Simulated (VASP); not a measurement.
Output of a VASP run:

### OUTCAR
```
 ion  position               nearest neighbor table
   1  0.000  0.000  0.000-   2 1.55   2 1.55   2 1.55   2 1.55
   2  0.750  0.750  0.750-   1 1.55   1 1.55   1 1.55   1 1.55
  LATTYP: Found a face centered cubic cell.
 ALAT       =     3.5850260000
 Subroutine PRICEL returns:
 Original cell was already a primitive cell.
 Subroutine GETGRP returns: Found 24 space group operations
The static configuration has the point symmetry T_d .
The dynamic configuration has the point symmetry T_d .
 Subroutine INISYM returns: Found 24 space group operations
 Subroutine IBZKPT returns following result:
 Found     16 irreducible k-points:

 Following reciprocal coordinates:
            Coordinates               Weight
  0.000000  0.000000  0.000000      1.000000
  0.166667  0.000000  0.000000      8.000000
  0.333333  0.000000  0.000000      8.000000
  0.500000  0.000000  0.000000      4.000000
  0.166667  0.166667  0.000000      6.000000
  0.333333  0.166667  0.000000     24.000000
  0.500000  0.166667  0.000000     24.000000
 -0.333333  0.166667  0.000000     24.000000
 -0.166667  0.166667  0.000000     12.000000
  0.333333  0.333333  0.000000      6.000000
  0.500000  0.333333  0.000000     24.000000
 -0.333333  0.333333  0.000000     12.000000
  0.500000  0.500000  0.000000      3.000000
  0.500000  0.333333  0.166667     24.000000
 -0.333333  0.333333  0.166667     24.000000
 -0.333333  0.500000  0.166667     12.000000
   k-points           NKPTS =     16   k-points in BZ     NKDIM =     16   number of bands    NBANDS=      8
   number of dos      NEDOS =    301   number of ions     NIONS =      2
   total plane-waves  NPLWV =   5832
   dimension x,y,z NGX =    18 NGY =   18 NGZ =   18
   dimension x,y,z NGXF=    36 NGYF=   36 NGZF=   36
   ions per type =               1   1
   PREC   = accura    normal or accurate (medium, high low for compatibility)
   ISTART =      0    job   : 0-new  1-cont  2-samecut
   ICHARG =      2    charge: 1-file 2-atom 10-const
   ISPIN  =      1    spin polarized calculation?
   LNONCOLLINEAR =      F non collinear calculations
   LSORBIT =      F    spin-orbit coupling
   INIWAV =      1    electr: 0-lowe 1-rand  2-diag
   ENCUT  =  400.0 eV  29.40 Ry    5.42 a.u.   4.13  4.13  4.13*2*pi/ulx,y,z
   NELM   =    100;   NELMIN=  2; NELMDL= -5     # of ELM steps
   EDIFF  = 0.1E-05   stopping-criterion for ELM
   LREAL  =      F    real-space projection
   NLSPLINE    = F    spline interpolate recip. space projectors
   LMAXMIX     =    2 max onsite mixed and CHGCAR
   VOSKOWN=      0    Vosko Wilk Nusair interpolation
   EDIFFG = 0.1E-04   stopping-criterion for IOM
   NSW    =      0    number of steps for IOM
   NBLOCK =      1;   KBLOCK =      1    inner block; outer block
   IBRION =     -1    ionic relax: 0-MD 1-quasi-New 2-CG
   NFREE  =      0    steps in history (QN), initial steepest desc. (CG)
   ISIF   =      2    stress and relaxation
   ISYM   =      2    0-nonsym 1-usesym 2-fastsym
   TEIN   =    0.0    initial temperature
   TEBEG  =    0.0;   TEEND  =   0.0 temperature during run
   SMASS  =  -3.00    Nose mass-parameter (am)
   PSTRESS=    0.0 pullay stress
   NELECT =       8.0000    total number of electrons
   EFERMI =   0.00;   METHOD = LEGACY
   ISMEAR =     0;   SIGMA  =   0.01  broadening in eV -4-tet -1-fermi 0-gaus
   IALGO  =     38    algorithm
   LDIAG  =      T    sub-space diagonalisation (order eigenvalues)
   IMIX   =      4    mixing-type and parameters
     AMIX     =   0.40;   BMIX     =  1.00
     AMIX_MAG =   1.60;   BMIX_MAG =  1.00
     AMIN     =   0.10
   GGA     = PE    functional components
   VOSKOWN =     0    Vosko Wilk Nusair interpolation
   LHFCALC =     F    Hartree Fock is set to
   LHFONE  =     F    Hartree Fock one center treatment
   AEXX    =    0.0000 exact exchange contribution
   IVDW    =     0    specifies the selected vdW correction
   LEPSILON=     F    determine dielectric tensor
   LRPA    =     F    only Hartree local field effects (RPA)
...
```

### OSZICAR
```
       N       E                     dE             d eps       ncg     rms          rms(c)
DAV:   1     0.142066027169E+01    0.14207E+01   -0.47688E+03   280   0.811E+02
DAV:   2    -0.183432017916E+02   -0.19764E+02   -0.18358E+02   360   0.131E+02
DAV:   3    -0.184217524575E+02   -0.78551E-01   -0.78551E-01   296   0.109E+01
DAV:   4    -0.184217916044E+02   -0.39147E-04   -0.39147E-04   352   0.220E-01
DAV:   5    -0.184217916245E+02   -0.20119E-07   -0.20116E-07   296   0.321E-03    0.685E+00
DAV:   6    -0.175224639874E+02    0.89933E+00   -0.33392E+00   296   0.130E+01    0.347E+00
DAV:   7    -0.174401034332E+02    0.82361E-01   -0.10537E-01   352   0.306E+00    0.200E+00
DAV:   8    -0.174247109710E+02    0.15392E-01   -0.43321E-02   280   0.190E+00    0.204E-01
DAV:   9    -0.174249171297E+02   -0.20616E-03   -0.54186E-04   272   0.240E-01    0.787E-02
DAV:  10    -0.174249924366E+02   -0.75307E-04   -0.13066E-04   344   0.113E-01    0.158E-02
DAV:  11    -0.174249973093E+02   -0.48727E-05   -0.71171E-06   304   0.261E-02    0.689E-03
DAV:  12    -0.174249973429E+02   -0.33559E-07   -0.11227E-06   136   0.815E-03
   1 F= -.17424997E+02 E0= -.17424997E+02  d E =-.345569-120
```

**OUTCAR**
```
------------------------ aborting loop because EDIFF is reached ----------------------------------------
  FORCE on cell =-STRESS in cart. coord.  units (eV):
  Direction    XX          YY          ZZ          XY          YZ          ZX
  --------------------------------------------------------------------------------------
  Total        0.4876606      0.4876606      0.4876606      0.0000000      0.0000000     -0.0000000
  in kB       67.8283546     67.8283546     67.8283546      0.0000000      0.0000000     -0.0000000
  external PRESSURE =      67.8283546 kB  Pullay stress =       0.0000000 kB
  volume of cell :       11.52
      direct lattice vectors                 reciprocal lattice vectors
     0.000000000  1.792513000  1.792513000    -0.278938005  0.278938005  0.278938005
     1.792513000  0.000000000  1.792513000     0.278938005 -0.278938005  0.278938005
     1.792513000  1.792513000  0.000000000     0.278938005  0.278938005 -0.278938005
  FREE ENERGIE OF THE ION-ELECTRON SYSTEM (eV)
  ---------------------------------------------------
  free  energy   TOTEN  =       -17.4249973429 eV

  energy  without entropy=      -17.4249973429  energy(sigma->0) =      -17.42499734
```
(Selected blocks of OUTCAR.)

POSCAR:
```
BN
1
    0.0000000000     1.7925130000     1.7925130000
    1.7925130000     0.0000000000     1.7925130000
    1.7925130000     1.7925130000     0.0000000000
B N
1 1
Direct
  0.0000000000   0.0000000000   0.0000000000
  0.7500000000   0.7500000000   0.7500000000
```

**Question.** Reconstruct the remaining input files.

**Answer.** One answer among several that fit: the input of the run itself, PBE GGA, plane waves, VASP's PBE PAW potentials (set 64).

**INCAR**
```
NELM  =  100   # most electronic steps
EDIFF  =  1E-6   # SCF stop (eV)
ENCUT  =  400   # plane-wave cut-off (eV)
LASPH  =  .True.   # aspherical one-centre terms
LREAL  =  .False.
SIGMA  =  0.01   # width (eV)
ISIF  =  2   # forces and stress, cell fixed
ALGO  =  Normal   # blocked Davidson
SYSTEM  =  BN
ISMEAR  =  0   # Gaussian
LCHARG  =  .False.
GGA  =  PE   # PBE
LWAVE  =  .False.
PREC  =  Accurate
```

File KPOINTS:
```
Automatic mesh
0
Gamma
6 6 6
0 0 0
```

POTCAR, in this order: B N (PBE.64 set). Program: vasp_std.

At this cut-off the stress carries a Pulay error, which pulls relaxed volumes low.

The structure comes from a computed database's BN entry; how it stands against other phases isn't given here. The cell was not relaxed at this level. The k-mesh is coarse (spacing up to 0.51 per Å, 2π included), so the numbers may not be converged in it. The run is one of a series of settings (KPOINTS 6×6×6 Γ-centred mesh against the base run), some of them coarse on purpose.
